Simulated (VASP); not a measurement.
## BaY2 with PBE: from relaxation to properties

Aim: relax BaY2, then compute properties on the relaxed cell. The steps: rough relaxation of the start cell, full relaxation (PBE), second relaxation, single point with fields (PBE), bands along the symmetry lines (PBE), density of states (PBE), field gradients at the nuclei (PBE), volume scan with PBE, fit for PBE and ionic relaxation at fixed cell (PBE), changed input. The cell is generated by rule, not measured, and may not be a known phase.

Main program and level: VASP 6.6.1; PBE; plane waves and PAW (Ba_sv, Y_sv); invented cell.

This is a report of a sequence of runs, with most program output left out.

## Step 1: Starting point

Before any relaxation, the start is as follows. It takes space group P4mm (No. 99, tetragonal). The conventional cell has a = 5.132 Å, b = 5.132 Å, c = 3.790 Å, α = 90.00°, β = 90.00°, γ = 90.00°. Nearest to Ba lie 8 Y at 3.13 to 3.25 Å. Nearest to Y lie 4 Ba at 3.13 to 3.25 Å. Farther neighbours are not listed.

## Step 2: Rough relaxation of the start cell

The start is only an estimate, so a cheap relaxation brings it near a minimum before any careful run. PBE, the usual starting point, adds the gradient of the density.

INCAR

```
SYSTEM = BaY2
PREC = Normal
ENCUT = 400
EDIFF = 1E-05
NELM = 60
ISMEAR = 1
SIGMA = 0.2
LREAL = .FALSE.
ALGO = Fast
GGA = PE
NBANDS = 22
LORBIT = 11
LWAVE = .FALSE.
LCHARG = .FALSE.
IBRION = 2
NSW = 40
ISIF = 3
EDIFFG = -0.04
```

POSCAR

```
BaY2
1.0
    5.1316954000      0.0000000000      0.0000000000
    0.0000000000      5.1316954000      0.0000000000
    0.0000000000      0.0000000000      3.7900565000
Ba Y
1 2
Direct
    0.5000000000      0.5000000000      0.2850626000
    0.5000000000      0.0000000000      0.8119872900
    0.0000000000      0.5000000000      0.8119872900
```

KPOINTS

```
Automatic mesh
0
Gamma
3 3 4
0 0 0
```

Potentials, in the order of the species: Ba_sv and Y_sv (PBE family, release 64).

On the command line:

```
mpirun -np 1 vasp_std
```

Run time: 3 min. Hardware: 1 MPI rank of AMD EPYC 7R43, shared host; peak memory 0.12 GiB.

The k-mesh is coarse for a metal. Harder data sets than Ba_sv exist (the GW ones), and pressures, volumes and forces can shift noticeably with them. This relaxation is a rough one on cheap settings, only to bring the start near its minimum. After so large a change of volume the plane waves of the start cell no longer fit, so the final stress carries a basis-set error. The run keeps the 8 symmetry operations of its start, so it cannot find a distortion of lower symmetry.

Step by step:

```csv
step,energy less that of the first step (eV),largest force (eV/Å),pressure (GPa),volume (Å³)
1,0.0000,0.0362,8.43,99.81
2,-0.7190,0.1443,1.02,127.29
3,-0.7446,0.1678,-0.24,137.09
4,-0.7457,0.1635,-0.01,135.22
5,-0.7456,0.1653,-0.11,136.00
6,-0.7487,0.1452,-0.09,135.98
7,-0.7562,0.0891,-0.10,135.88
8,-0.7608,0.0372,-0.12,135.59
9,-0.7613,0.0037,-0.12,135.68
10,-0.7613,0.0060,-0.12,135.66
```

```csv
cell as run,before,after,change
a (Å),5.132,5.821,+13.4 %
b (Å),5.132,5.821,+13.4 %
c (Å),3.790,4.004,+5.6 %
volume (Å³/atom),33.27,45.22,+35.9 %
```

The atoms that moved most (Å, as changes of fractional coordinates times the final cell):

```csv
atom,dx,dy,dz,length
Ba1,0.000,0.000,0.074,0.074
Y2,0.000,0.000,-0.037,0.037
Y3,0.000,0.000,-0.037,0.037
```

The relaxed structure:

```cif
data_structure
_symmetry_space_group_name_H-M 'P 1'
_symmetry_Int_Tables_number 1
_cell_length_a 5.8210
_cell_length_b 5.8210
_cell_length_c 4.0037
_cell_angle_alpha 90.000
_cell_angle_beta 90.000
_cell_angle_gamma 90.000
_cell_volume 135.66
loop_
_atom_site_label
_atom_site_type_symbol
_atom_site_fract_x
_atom_site_fract_y
_atom_site_fract_z
_atom_site_occupancy
Ba1 Ba 0.50000 0.50000 0.30361 1
Y2 Y 0.50000 0.00000 0.80272 1
Y3 Y 0.00000 0.50000 0.80272 1
```

Numbers from this step:

- electrons: 32
- bands: 22
- irreducible k-points: 9
- symmetry operations: 8
- free energy (TOTEN): -12.00 eV
- energy at zero smearing: -12.01 eV
- Fermi energy: 1.951 eV
- pressure: -0.1225 GPa
- metallic: yes
- SCF cycles over all ionic steps: 205

It ends with a largest force of 0.006 eV/Å and a pressure of -0.12 GPa.

## Step 3: Full relaxation (PBE)

Properties are meant for the cell that this level of theory prefers, so cell and atoms are relaxed first (ISIF = 3) until forces and stress are small; EDIFFG sets the threshold.

INCAR

```
SYSTEM = BaY2
PREC = Accurate
ENCUT = 400
EDIFF = 1E-06
NELM = 100
ISMEAR = 1
SIGMA = 0.2
LREAL = .FALSE.
ALGO = Normal
GGA = PE
NBANDS = 22
LORBIT = 11
LWAVE = .FALSE.
LCHARG = .FALSE.
IBRION = 2
NSW = 60
ISIF = 3
EDIFFG = -0.01
```

POSCAR

```
BaY2
1.0
    5.8210386900      0.0000000000      0.0000000000
    0.0000000000      5.8210386900      0.0000000000
    0.0000000000      0.0000000000      4.0036792000
Ba Y
1 2
Direct
    0.5000000000      0.5000000000      0.0000000000
    0.5000000000      0.0000000000      0.5000000000
    0.0000000000      0.5000000000      0.5000000000
```

KPOINTS

```
Automatic mesh
0
Gamma
4 4 6
0 0 0
```

The cell reached was symmetrised within 0.01 Å before this step, which raises the operations from 8 to 16, which the run then keeps.

On the command line:

```
mpirun -np 1 vasp_std
```

Wall time 2.4 min (1 MPI rank); peak memory 0.19 GiB.

The run keeps the 16 symmetry operations of its start, so it cannot find a distortion of lower symmetry.

The steps of the relaxation:

```csv
step,energy less that of the first step (eV),largest force (eV/Å),pressure (GPa),volume (Å³)
1,0.0000,0.0000,-0.22,135.66
2,-0.0011,0.0000,-0.08,134.46
3,-0.0013,0.0000,0.00,133.83
```

```csv
"conventional cell, symmetrised",before,after,change
a (Å),5.821,5.795,-0.4 %
b (Å),5.821,5.795,-0.4 %
c (Å),4.004,3.985,-0.5 %
volume (Å³/atom),45.22,44.61,-1.4 %
```

The relaxed structure:

```xyz
3
Lattice="5.7953 0.0000 0.0000 0.0000 5.7953 0.0000 0.0000 0.0000 3.9847" Properties=species:S:1:pos:R:3 pbc="T T T"
Ba    2.8977    2.8977    0.0000
Y     2.8977    0.0000    1.9924
Y     0.0000    2.8977    1.9924
```

This step gave:

| Property | Result |
| --- | --- |
| irreducible k-points | 24 |
| symmetry operations | 16 |
| free energy (TOTEN) | -12.08 eV |
| energy at zero smearing | -12.08 eV |
| Fermi energy | 1.959 eV |
| pressure | -0.002035 GPa |
| SCF cycles over all ionic steps | 32 |

It ends with forces that vanish by symmetry and a pressure of 0.00 GPa.

## Step 4: Second relaxation

A relaxation keeps the plane waves of the cell it began with, so it is repeated from the new cell, on a basis made for it.

INCAR is that of step 3.

POSCAR

```
BaY2
1.0
    5.7953314175      0.0000000000      0.0000000000
    0.0000000000      5.7953314175      0.0000000000
    0.0000000000      0.0000000000      3.9847444736
Ba Y
1 2
Direct
    0.5000000000      0.5000000000      0.0000000000
    0.5000000000      0.0000000000      0.5000000000
    0.0000000000      0.5000000000      0.5000000000
```

KPOINTS is that of step 3.

On the command line:

```
mpirun -np 1 vasp_std
```

The job ended after 60 s (1 MPI rank; peak memory 0.19 GiB).

Little changed from the start: no atom moved by 0.005 Å and no cell edge by 0.1 %.

This step gave:

```yaml
pressure: -0.003848 GPa
scf_cycles_over_all_ionic_steps: 14
```

It ends with forces that vanish by symmetry and a pressure of 0.00 GPa. The volume moved by under 0.01 %: the run met its threshold at the first step.

## Step 5: Single point with fields (PBE)

The relaxed cell gets a fresh self-consistent run, on a basis set for its own volume, to fix the density and to check the remaining stress.

Changes to INCAR since step 4:

```diff
@@ -13,6 +13,5 @@
 LWAVE = .FALSE.
-LCHARG = .FALSE.
-IBRION = 2
-NSW = 60
-ISIF = 3
-EDIFFG = -0.01
+LCHARG = .TRUE.
+ISIF = 2
+LELF = .TRUE.
+LVHAR = .TRUE.
```

POSCAR is that of step 4.

KPOINTS is that of step 4.

On the command line:

```
mpirun -np 1 vasp_std
```

Elapsed: 65 s, on 1 MPI rank; peak memory 0.19 GiB.

This step gave:

```yaml
scf_cycles: 14
```

Valence electrons inside each PAW sphere by angular momentum. Sphere charges, by row:

```csv
atom,s (e),p (e),d (e),f (e),tot (e)
Ba1,2.085,5.464,0.638,0,8.187
Y2,2.297,6.093,0.831,0.005,9.227
Y3,2.297,6.093,0.831,0.005,9.227
```

Electrostatic potential energy in the ac plane at fractional y = 0.500, with atoms of Ba and Y within 0.2 Å of it. With pseudopotentials it is smooth inside the atoms' cores, unlike the true potential.

Values in eV, 11 rows by 16 columns, each cell a mean:
```
  0   1   1   0  -4 -11 -19 -24 -25 -23 -15  -8  -2   0   1   1
 -4  -3  -2  -1  -3  -8 -14 -18 -20 -17 -11  -5  -2  -1  -2  -4
-12 -10  -6  -3  -2  -4  -8 -10 -11  -9  -6  -3  -2  -4  -8 -12
-19 -17 -12  -5  -1  -1  -2  -4  -4  -3  -1  -1  -3  -8 -15 -18
-23 -21 -15  -8  -1   1   1   0   0   0   1   0  -4 -11 -18 -22
-24 -22 -16  -8  -2   1   1   1   1   1   1   0  -4 -12 -19 -23
-22 -19 -14  -7  -1   0   0  -1  -2  -1   0   0  -3 -10 -17 -21
-16 -14  -9  -4  -2  -2  -5  -7  -8  -7  -4  -2  -2  -6 -11 -15
 -8  -6  -3  -2  -2  -6 -11 -15 -16 -13  -9  -4  -2  -2  -5  -7
 -1  -1   0  -1  -4 -10 -17 -22 -23 -21 -13  -7  -2   0   0  -1
  1   1   1   0  -4 -11 -20 -24 -24 -24 -16  -8  -2   0   1   1
```
Columns run along a (5.8 Å; values clipped at the 3rd and 97th percentile), rows up along c (4.0 Å). Atoms in or near the plane, at fractional coordinates: Ba at (0.50, 0.00), Y at (0.00, 0.50).

ELF in the ac plane at fractional y = 0.500, with atoms of Ba and Y within 0.2 Å of it. It is the smooth field of the valence electrons, not physical close to the nuclei.

Values, 11 rows by 16 columns, each cell a mean:
```
0.45 0.43 0.32 0.17 0.30 0.75 0.85 0.76 0.72 0.81 0.84 0.55 0.19 0.22 0.39 0.45
0.22 0.19 0.15 0.12 0.18 0.57 0.82 0.84 0.84 0.84 0.75 0.36 0.13 0.13 0.17 0.20
0.44 0.30 0.13 0.08 0.12 0.28 0.57 0.73 0.76 0.68 0.44 0.18 0.10 0.09 0.19 0.38
0.68 0.56 0.31 0.12 0.13 0.17 0.23 0.32 0.35 0.29 0.20 0.16 0.11 0.17 0.43 0.64
0.77 0.69 0.49 0.21 0.19 0.26 0.20 0.16 0.15 0.17 0.23 0.25 0.16 0.32 0.60 0.73
0.78 0.71 0.53 0.24 0.20 0.31 0.23 0.16 0.15 0.19 0.28 0.28 0.18 0.36 0.63 0.75
0.73 0.63 0.40 0.15 0.16 0.20 0.18 0.20 0.20 0.19 0.19 0.19 0.13 0.24 0.52 0.69
0.57 0.43 0.19 0.09 0.12 0.20 0.39 0.56 0.60 0.50 0.29 0.15 0.10 0.11 0.29 0.52
0.28 0.19 0.12 0.10 0.14 0.43 0.74 0.83 0.84 0.81 0.64 0.26 0.11 0.10 0.14 0.24
0.31 0.30 0.24 0.15 0.25 0.69 0.85 0.81 0.79 0.84 0.82 0.48 0.16 0.18 0.28 0.31
0.59 0.55 0.37 0.18 0.33 0.78 0.84 0.71 0.64 0.78 0.85 0.60 0.20 0.24 0.47 0.58
```
Columns run along a (5.8 Å), rows up along c (4.0 Å). Atoms in or near the plane, at fractional coordinates: Ba at (0.50, 0.00), Y at (0.00, 0.50).

Valence density in the ac plane at fractional y = 0.500, with atoms of Ba and Y within 0.2 Å of it. It is the smooth field of the valence electrons, not physical close to the nuclei.

Ten even steps from '0' (0.1 e/Å³) to '9' (4.9 e/Å³), each cell a mean:
```
0000012212200000
0000001222100000
1000000111000000
4200000000000013
8520000000000037
9620000000000148
6410000000000025
2100000000000001
0000001121000000
0000002222100000
0000012112200000
```
Columns run along a (5.8 Å), rows up along c (4.0 Å). Atoms in or near the plane, at fractional coordinates: Ba at (0.50, 0.00), Y at (0.00, 0.50).

In this run the pressure is 0.00 GPa, small enough to go on.

## Step 6: Bands along the symmetry lines (PBE)

Levels along the symmetry lines show where the bands peak and cross; KPOINTS_OPT computes them in the converged potential.

INCAR

```
SYSTEM = BaY2
PREC = Accurate
ENCUT = 400
EDIFF = 1E-06
NELM = 100
ISMEAR = 1
SIGMA = 0.2
LREAL = .FALSE.
ALGO = Normal
GGA = PE
NBANDS = 29
LORBIT = 11
LWAVE = .FALSE.
LCHARG = .FALSE.
```

POSCAR is that of step 5.

KPOINTS is that of step 5.

KPOINTS_OPT

```
Line mode
16
Line-mode
Reciprocal
  0.00000000   0.00000000   0.00000000 GAMMA
  0.00000000   0.50000000   0.00000000 X

  0.00000000   0.50000000   0.00000000 X
  0.50000000   0.50000000   0.00000000 M

  0.50000000   0.50000000   0.00000000 M
  0.00000000   0.00000000   0.00000000 GAMMA

  0.00000000   0.00000000   0.00000000 GAMMA
  0.00000000   0.00000000   0.50000000 Z

  0.00000000   0.00000000   0.50000000 Z
  0.00000000   0.50000000   0.50000000 R

  0.00000000   0.50000000   0.50000000 R
  0.50000000   0.50000000   0.50000000 A

  0.50000000   0.50000000   0.50000000 A
  0.00000000   0.00000000   0.50000000 Z

  0.00000000   0.50000000   0.00000000 X
  0.00000000   0.50000000   0.50000000 R

  0.50000000   0.50000000   0.00000000 M
  0.50000000   0.50000000   0.50000000 A
```

On the command line:

```
mpirun -np 1 vasp_std
```

Elapsed: 5.3 min, on 1 MPI rank; peak memory 0.22 GiB.

This step gave:

```
bands    : 29
pressure : -0.004414 GPa
```

Electronic bands along the path, in eV, zero at the Fermi level; # counts the bands kept:

```csv
point,#1,#2,#3,#4,#5,#6,#7,#8
Γ,-3.53,-1.52,-1.52,-0.86,-0.05,0.77,0.77,1.92
0.47 of the way,-3.18,-1.47,-1.34,-0.71,-0.04,0.83,1.13,1.33
X,-2.50,-1.77,-1.04,-0.45,0.11,0.73,0.91,1.07
0.47 of the way,-2.07,-1.61,-0.83,-0.60,0.08,0.33,1.28,1.41
M,-1.27,-1.27,-0.91,-0.65,0.03,0.03,1.77,1.77
0.47 of the way,-2.63,-1.29,-1.08,-0.64,-0.03,0.45,1.24,1.40
Γ,-3.53,-1.52,-1.52,-0.86,-0.05,0.77,0.77,1.92
0.53 of the way,-2.55,-0.46,-0.45,-0.42,0.28,0.53,0.53,1.09
Z,-1.10,-0.57,0.12,0.52,0.52,0.58,0.58,0.83
0.53 of the way,-1.22,-0.53,-0.10,0.16,0.20,0.30,0.70,0.81
R,-1.44,-0.49,-0.22,-0.02,0.14,0.45,0.57,0.79
0.53 of the way,-1.58,-1.26,-0.79,-0.52,0.16,1.03,1.17,1.37
A,-1.68,-1.68,-1.05,-0.57,-0.01,1.42,1.42,1.66
0.47 of the way,-1.39,-0.94,-0.64,-0.37,0.28,0.52,1.02,1.06
Z,-1.10,-0.57,0.12,0.52,0.52,0.58,0.58,0.83
jump to X,-2.50,-1.77,-1.04,-0.45,0.11,0.73,0.91,1.07
0.53 of the way,-1.46,-1.38,-0.18,-0.01,0.05,0.07,0.42,0.98
R,-1.44,-0.49,-0.22,-0.02,0.14,0.45,0.57,0.79
jump to M,-1.27,-1.27,-0.91,-0.65,0.03,0.03,1.77,1.77
0.47 of the way,-1.21,-1.21,-0.95,-0.21,0.27,0.27,0.73,1.30
A,-1.68,-1.68,-1.05,-0.57,-0.01,1.42,1.42,1.66
```

Of the projections kept (Ba, Y), the largest for each band there; the rest of the weight can lie on other orbitals:

```csv
point,#1,#2,#3,#4,#5,#6,#7,#8
Γ,Y 0.77,Y 0.67,Y 0.73,Y 0.81,Y 0.96,Y 0.75,Y 0.75,Y 0.87
X,Y 0.73,Y 0.83,Y 0.67,Y 0.76,Y 1.00,Y 0.94,Y 0.74,Y 0.78
M,Y 0.83,Y 0.83,Y 0.72,Y 0.54,Y 1.00,Y 1.00,Y 0.97,Y 0.97
Γ,Y 0.77,Y 0.67,Y 0.73,Y 0.81,Y 0.96,Y 0.75,Y 0.75,Y 0.87
Z,Y 0.86,Y 0.73,Y 1.00,Y 0.93,Y 0.93,Ba 0.51,Ba 0.51,Y 0.89
R,Y 0.63,Y 0.77,Y 0.68,Y 0.94,Y 0.80,Y 0.83,Y 0.62,Y 0.93
```

There is no gap at this level.

Of the bands kept, 3 cross the Fermi level on this path.

## Step 7: Density of states (PBE)

Here the states are counted by energy and projected on the atoms. The mesh is finer than in the run before.

Changes to INCAR since step 6:

```diff
@@ -5,3 +5,3 @@
 NELM = 100
-ISMEAR = 1
+ISMEAR = -5
 SIGMA = 0.2
@@ -14 +14,2 @@
 LCHARG = .FALSE.
+NEDOS = 2001
```

POSCAR is that of step 6.

KPOINTS

```
Automatic mesh
0
Gamma
6 6 8
0 0 0
```

On the command line:

```
mpirun -np 1 vasp_std
```

Wall time 2.5 min (1 MPI rank); peak memory 0.25 GiB.

With tetrahedra the forces and stress of a metal are not exact derivatives of the energy.

This step gave:

```
SCF cycles             : 15
irreducible k-points   : 50
Fermi energy           : 1.976 eV
pressure               : 0.02599 GPa
DOS at the Fermi level : 4.460 states/eV/cell
```

The density of states has structure finer than the step of the table below, so its rows give means over 0.5 eV, whole bins alone (the curve runs from -12.0 to 2.45 eV). Peaks (eV: height): total -0.56: 6.47, 0.16: 8.37, 0.96: 10.4, 1.90: 8.88; Y d 0.16: 3.29, 0.96: 4.67, 1.54: 3.33, 1.90: 5.21; Ba d -0.56: 0.645, 0.22: 0.860, 0.74: 0.688, 0.96: 0.768; Y s -1.52: 0.731.

States under -12.0 eV and over 2.4 eV are left out. Table of density of states by energy, zero at the Fermi level; means over each step; values in states/eV/cell:

```csv
energy (eV),total,Y d,Ba d,Y s
-4.0,0,0,0,0
-3.5,0.0589,1.3e-4,1.3e-5,0.0112
-3.0,0.391,0.00239,0.00123,0.0727
-2.5,0.777,0.0141,0.00808,0.139
-2.0,0.962,0.0394,0.0224,0.164
-1.5,3.48,0.397,0.269,0.522
-1.0,3.43,0.710,0.357,0.221
-0.5,5.15,1.50,0.497,0.0756
0.0,5.46,2.12,0.392,0.0382
0.5,5.44,2.05,0.573,0.0460
1.0,7.67,3.36,0.574,0.0655
1.5,5.72,2.81,0.226,0.0480
2.0,6.60,4.01,0.121,0.0555
```

The finer mesh and the other smearing move the Fermi level by +0.02 eV from the 4×4×6 run, a small shift, which tests the Fermi level alone. Of the states within 0.3 eV of the Fermi level, the largest shares in the PAW spheres are Y d 38 % and Ba d 8 %. The rest lies in smaller channels or between the spheres.

## Step 8: Field gradients at the nuclei (PBE)

Field gradients probe how far the charge around each nucleus departs from cubic symmetry; LASPH keeps the non-spherical terms inside the spheres.

INCAR

```
SYSTEM = BaY2
PREC = Accurate
ENCUT = 400
EDIFF = 1E-07
NELM = 100
ISMEAR = 1
SIGMA = 0.2
LREAL = .FALSE.
ALGO = Normal
GGA = PE
NBANDS = 22
LORBIT = 11
LWAVE = .FALSE.
LCHARG = .FALSE.
LEFG = .TRUE.
LASPH = .TRUE.
```

POSCAR is that of step 7.

KPOINTS

```
Automatic mesh
0
Gamma
4 4 6
0 0 0
```

On the command line:

```
mpirun -np 1 vasp_std
```

The job ended after 63 s (1 MPI rank; peak memory 0.19 GiB).

Numbers from this step:

- SCF cycles: 14
- bands: 22
- irreducible k-points: 24
- Fermi energy: 1.959 eV
- pressure: -0.004473 GPa

Electric field gradients, by row:

```csv
atom,Vxx (V/Å²),Vyy (V/Å²),Vzz (V/Å²),asymmetry
Ba1,3.995,3.995,-7.989,0
Y2,-15,-1.548,16.55,0.813
Y3,-15,-1.548,16.55,0.813
```

The largest gradient, 16.55 V/Å², sits on Y2 and like sites; the stable nuclei of Y have no quadrupole moment in their ground state, so NMR and NQR don't see it.

## Step 9: Volume scan with PBE, volume scale 0.94

An equation of state needs energies on both sides of the minimum, all on one mesh and cutoff.

Changes to INCAR since step 8:

```diff
@@ -3,3 +3,3 @@
 ENCUT = 400
-EDIFF = 1E-07
+EDIFF = 1E-06
 NELM = 100
@@ -14,3 +14,2 @@
 LCHARG = .FALSE.
-LEFG = .TRUE.
-LASPH = .TRUE.
+ISIF = 2
```

POSCAR

```
BaY2
1.0
    5.6770261520      0.0000000000      0.0000000000
    0.0000000000      5.6770261520      0.0000000000
    0.0000000000      0.0000000000      3.9034003331
Ba Y
1 2
Direct
    0.5000000000      0.5000000000      0.0000000000
    0.5000000000      0.0000000000      0.5000000000
    0.0000000000      0.5000000000      0.5000000000
```

KPOINTS is that of step 8.

On the command line:

```
mpirun -np 1 vasp_std
```

Run time: 65 s. Hardware: 1 MPI rank; peak memory 0.19 GiB.

The scan keeps the cell's shape and the fractional positions fixed.

This step gave:

- free energy (TOTEN): -12.06 eV
- energy at zero smearing: -12.06 eV
- Fermi energy: 2.221 eV
- pressure: 1.088 GPa

The pressure here is 1.09 GPa.

## Step 10: Volume scan with PBE, volume scale 0.96

INCAR is that of step 9.

POSCAR

```
BaY2
1.0
    5.7170065266      0.0000000000      0.0000000000
    0.0000000000      5.7170065266      0.0000000000
    0.0000000000      0.0000000000      3.9308899736
Ba Y
1 2
Direct
    0.5000000000      0.5000000000      0.0000000000
    0.5000000000      0.0000000000      0.5000000000
    0.0000000000      0.5000000000      0.5000000000
```

KPOINTS is that of step 9.

On the command line:

```
mpirun -np 1 vasp_std
```

Run time: 59 s. Hardware: 1 MPI rank; peak memory 0.19 GiB.

This step gave:

```
free energy (TOTEN)     : -12.07 eV
energy at zero smearing : -12.07 eV
Fermi energy            : 2.130 eV
pressure                : 0.6948 GPa
```

The pressure falls from 1.09 to 0.69 GPa.

The run ends at a pressure of 0.69 GPa.

## Step 11: Volume scan with PBE, volume scale 0.98

INCAR is that of step 10.

POSCAR

```
BaY2
1.0
    5.7564354038      0.0000000000      0.0000000000
    0.0000000000      5.7564354038      0.0000000000
    0.0000000000      0.0000000000      3.9580004163
Ba Y
1 2
Direct
    0.5000000000      0.5000000000      0.0000000000
    0.5000000000      0.0000000000      0.5000000000
    0.0000000000      0.5000000000      0.5000000000
```

KPOINTS is that of step 10.

On the command line:

```
mpirun -np 1 vasp_std
```

Elapsed: 58 s, on 1 MPI rank; peak memory 0.2 GiB.

The pressure falls from 0.69 to 0.33 GPa.

The run ends at a pressure of 0.33 GPa.

(Part 1 of 2 ends here.)

[Lines on the potential files, build, host, timing and source positions are cut from VASP's logs without a mark.]

[Logs are printed without paths, hosts, clocks, repeated set-up lines and the standing remarks that a program may print on its own settings, such as how far it seeks lower states.]

[Hosts, paths, dates, database ids (printed as entryN), source tags and the programs' standing remarks are cut or masked in the printed files.]

[A measured line is paired with the nearest computed mode of its activity, which favours agreement.]
